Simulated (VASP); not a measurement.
Output of a VASP run:

OSZICAR:
```
       N       E                     dE             d eps       ncg     rms          rms(c)
DAV:   1     0.164688448754E+01    0.16469E+01   -0.37843E+03  1208   0.742E+02
DAV:   2    -0.165879841636E+02   -0.18235E+02   -0.17721E+02  1712   0.101E+02
DAV:   3    -0.168744708756E+02   -0.28649E+00   -0.28649E+00  1336   0.155E+01
DAV:   4    -0.168753668536E+02   -0.89598E-03   -0.89598E-03  1816   0.938E-01
DAV:   5    -0.168753671124E+02   -0.25881E-06   -0.25881E-06  1360   0.134E-02    0.866E+00
RMM:   6    -0.150991258719E+02    0.17762E+01   -0.27839E+00  1152   0.113E+01    0.364E+00
RMM:   7    -0.150764667360E+02    0.22659E-01   -0.65023E-01  1152   0.622E+00    0.186E+00
RMM:   8    -0.150760794329E+02    0.38730E-03   -0.96431E-02  1152   0.269E+00    0.611E-01
RMM:   9    -0.150635475845E+02    0.12532E-01   -0.13863E-02  1152   0.910E-01    0.149E-01
RMM:  10    -0.150638305082E+02   -0.28292E-03   -0.58013E-03  1152   0.576E-01    0.966E-02
RMM:  11    -0.150636759596E+02    0.15455E-03   -0.87646E-04  1152   0.250E-01    0.208E-02
RMM:  12    -0.150636566868E+02    0.19273E-04   -0.47414E-05  1145   0.722E-02    0.915E-03
RMM:  13    -0.150636587206E+02   -0.20338E-05   -0.14684E-05   870   0.335E-02
   1 F= -.15063659E+02 E0= -.15063659E+02  d E =-.150637E+02
```

OUTCAR:
```
------------------------ aborting loop because EDIFF is reached ----------------------------------------
  FORCE on cell =-STRESS in cart. coord.  units (eV):
  Direction    XX          YY          ZZ          XY          YZ          ZX
  --------------------------------------------------------------------------------------
  Total       -0.0243691     -0.0243691     -0.0243691     -0.0000000      0.0000000     -0.0000000
  in kB       -1.8594630     -1.8594630     -1.8594630     -0.0000000      0.0000000     -0.0000000
  external PRESSURE =      -1.8594630 kB  Pullay stress =       0.0000000 kB
  volume of cell :       21.00
      direct lattice vectors                 reciprocal lattice vectors
     0.000000000  2.189663843  2.189663843    -0.228345552  0.228345552  0.228345552
     2.189663843  0.000000000  2.189663843     0.228345552 -0.228345552  0.228345552
     2.189663843  2.189663843  0.000000000     0.228345552  0.228345552 -0.228345552
  FREE ENERGIE OF THE ION-ELECTRON SYSTEM (eV)
  ---------------------------------------------------
  free  energy   TOTEN  =       -15.0636587206 eV

  energy  without entropy=      -15.0636587206  energy(sigma->0) =      -15.06365872

 reached required accuracy - stopping structural energy minimisation
```
(Selected blocks of OUTCAR.)

**POSCAR**
```
SiC
1
    0.0000000000     2.1896638433     2.1896638433
    2.1896638433     0.0000000000     2.1896638433
    2.1896638433     2.1896638433     0.0000000000
Si C
1 1
Direct
  0.0000000000   0.0000000000   0.0000000000
  0.7500000000   0.7500000000   0.7500000000
```

Write an INCAR and KPOINTS that could have produced this output.

This is not unique; one that fits is the input of the run itself, PBE GGA, plane waves, VASP's PBE PAW potentials (set 64).

INCAR:
```
SYSTEM = SiC
PREC = Normal
ENCUT = 450
EDIFF = 1E-5
NELM = 100
ALGO = Fast
LREAL = .FALSE.
LASPH = .TRUE.
ISMEAR = 0
SIGMA = 0.05
GGA = PE
LWAVE = .FALSE.
LCHARG = .FALSE.
NELMIN = 4
IBRION = 2
ISIF = 2
NSW = 20
EDIFFG = -0.03
```

KPOINTS:
```
Automatic
0
G
12 12 12
0 0 0
```

POTCAR, in this order: Si C (PBE.64 set). Program: vasp_std.

At this cut-off the stress carries a Pulay error, which pulls relaxed volumes low.

The compound is SiC in the zinc blende structure. It was relaxed first.
